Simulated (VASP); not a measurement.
Input of a VASP 6.6.1 run:

Contents of INCAR:

```
ALGO     = Normal         # electronic algorithm
EDIFF    = 1E-6           # SCF threshold, eV
ENCUT    = 520            # plane-wave cutoff, eV
GGA      = PE             # functional
ISIF     = 2              # what is computed and relaxed
ISMEAR   = 0              # smearing method
IVDW     = 12             # dispersion correction
KPAR     = 8            
LASPH    = T              # aspherical terms in the spheres
LCHARG   = F              # write CHGCAR
LMAXMIX  = 4              # l up to which the mixer works
LREAL    = F              # projectors in reciprocal space
LWAVE    = F              # write WAVECAR
NBANDS   = 35             # bands
NELM     = 80             # most SCF steps
PREC     = Accurate       # precision mode
SIGMA    = 0.03           # smearing width, eV
```

Contents of KPOINTS:

```
k-points
0
Gamma
  6 6 2
```

Contents of POSCAR:

```
WSe2                                    
1.0
    3.2813517980      0.0000000000      0.0000000000
   -1.6406758990      2.8417340174      0.0000000000
    0.0000000000      0.0000000000     12.7917581826
  W               Se            
     2     4
Direct
     0.3333333300000021    0.6666666699999979    0.2500000000000000
     0.6666666699999979    0.3333333300000021    0.7500000000000000
     0.3333333300000021    0.6666666699999979    0.6181950784373171
     0.6666666699999979    0.3333333300000021    0.1181950784373171
     0.3333333300000021    0.6666666699999979    0.8818049215626829
     0.6666666699999979    0.3333333300000021    0.3818049215626829
```

File KPOINTS_OPT:

```
explicit points
6
Reciprocal
 0.0000000000  0.0000000000  0.0000000000 1
 0.0000000000  0.0000000000  0.5000000000 1
 0.3333333333  0.3333333333  0.5000000000 1
 0.3333333333  0.3333333333  0.0000000000 1
 0.5000000000  0.0000000000  0.5000000000 1
 0.5000000000  0.0000000000  0.0000000000 1
```

Potentials or basis: VASP PAW PBE potentials, release 64 (W_sv, Se).

Launch:

```bash
$ cat potpaw_PBE.64/W_sv/POTCAR potpaw_PBE.64/Se/POTCAR > POTCAR
$ mpirun -np 8 vasp_std > vasp.out
```

Question: What does it give for the dispersion energy per atom?

Answer: -0.475 eV.

Question: Predict the band gap on the k mesh.

Answer: 0.89 eV, indirect (least direct gap 1.56 eV).

Forces in eV/Å, atoms in the order of the input:
```
W    0.000  0.000  0.000
W    0.000  0.000  0.000
Se   0.000  0.000 -0.004
Se   0.000  0.000 -0.004
Se   0.000  0.000  0.004
Se   0.000  0.000  0.004
```

Caveat: spin-orbit coupling is left out, which moves the levels of the heavy elements.

**Experimental background.**

“Time-resolved XUV ARPES with tunable 24–33 eV laser pulses at 30 meV resolution”, 2019, pmc:6684652 reports, for a bulk crystal of WSe2: band gap 1.3 eV (indirect).

Against the measured gap of WSe2, 1.3 eV (indirect; “Time-resolved XUV ARPES with tunable 24–33 eV laser pulses at 30 meV resolution”, 2019, pmc:6684652), the calculated 0.89 eV is off by -0.41 eV. Spin-orbit coupling on Se, W is left out. The value is that of PBE+D3(BJ) on a finite k mesh, which can miss the band edges, without temperature or zero-point motion. Semilocal functionals fall short of measured gaps as a rule.
